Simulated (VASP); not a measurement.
A VASP calculation is set up with these files.

File KPOINTS:
```
Regular mesh
0
G
 7 7 7
0 0 0
```

File POSCAR:
```
LaB6
1
    4.1560106823    -0.0000000000     0.0000000000
    0.0000000000     4.1560106823     0.0000000000
    0.0000000000     0.0000000000     4.1560106823
La B
1 6
Direct
  0.0000000000   0.0000000000   1.0000000000
  0.8001576664   0.5000000000   0.5000000000
  0.5000000000   0.1998423336   0.5000000000
  0.5000000000   0.8001576664   0.5000000000
  0.1998423336   0.5000000000   0.5000000000
  0.5000000000   0.5000000000   0.8001576664
  0.5000000000   0.5000000000   0.1998423336
```

**INCAR**
```
# general
SYSTEM  = LaB6
PREC    = Accurate
ENCUT   = 520
LREAL   = .FALSE.
LASPH   = .TRUE.   # aspherical one-centre terms

# electronic loop
EDIFF   = 1E-6
NELM    = 100   # most electronic steps
ALGO    = Normal
LMAXMIX = 6   # l cut-off of mixed one-centre charges

# smearing
ISMEAR  = 1   # Methfessel-Paxton
SIGMA   = 0.1   # width (eV)

# functional
GGA     = PE   # PBE

# ions
IBRION  = 2
NSW     = 60   # most ionic steps
ISIF    = 3   # ions, shape and volume
EDIFFG  = -0.02   # ionic stop

# output
LWAVE   = .FALSE.
LCHARG  = .FALSE.
```

POTCAR, in this order: La B (PBE.64 set). Program: vasp_std.

Task: Write an equivalent input for Quantum ESPRESSO's pw.x.

Result: One equivalent input (not run):
```
&CONTROL
  calculation = 'vc-relax'
  pseudo_dir = './pseudo'
  outdir = './out'
  tprnfor = .true.
  tstress = .true.
  nstep = 60
  forc_conv_thr = 0.00078
/
&SYSTEM
  ibrav = 0
  nat = 7
  ntyp = 2
  ecutwfc = 110
  occupations = 'smearing'
  smearing = 'methfessel-paxton'
  degauss = 0.00735
  input_dft = 'pbe'
/
&ELECTRONS
  conv_thr = 7.3e-08
  electron_maxstep = 100
/
&IONS
/
&CELL
/
ATOMIC_SPECIES
  La 138.905 La.upf
  B 10.810 B.upf
CELL_PARAMETERS angstrom
     4.1560107   -0.0000000    0.0000000
     0.0000000    4.1560107    0.0000000
     0.0000000    0.0000000    4.1560107
ATOMIC_POSITIONS crystal
  La   0.0000000  0.0000000  1.0000000
  B    0.8001577  0.5000000  0.5000000
  B    0.5000000  0.1998423  0.5000000
  B    0.5000000  0.8001577  0.5000000
  B    0.1998423  0.5000000  0.5000000
  B    0.5000000  0.5000000  0.8001577
  B    0.5000000  0.5000000  0.1998423
K_POINTS automatic
  7 7 7 0 0 0
```
What does not carry over: the potentials are each code's own (VASP's PAW set, PseudoDojo norm-conserving files in pw.x), so ENCUT and ecutwfc are chosen apart and not converted; conv_thr bounds pw.x's estimated SCF error, while EDIFF bounds the energy change between steps; forc_conv_thr acts on force components and is met together with etot_conv_thr.

The compound is LaB6 in the cab6 structure. This run relaxes it. Symmetry was kept, so distortions that lower it aren't found. The start is the result of an earlier pass.
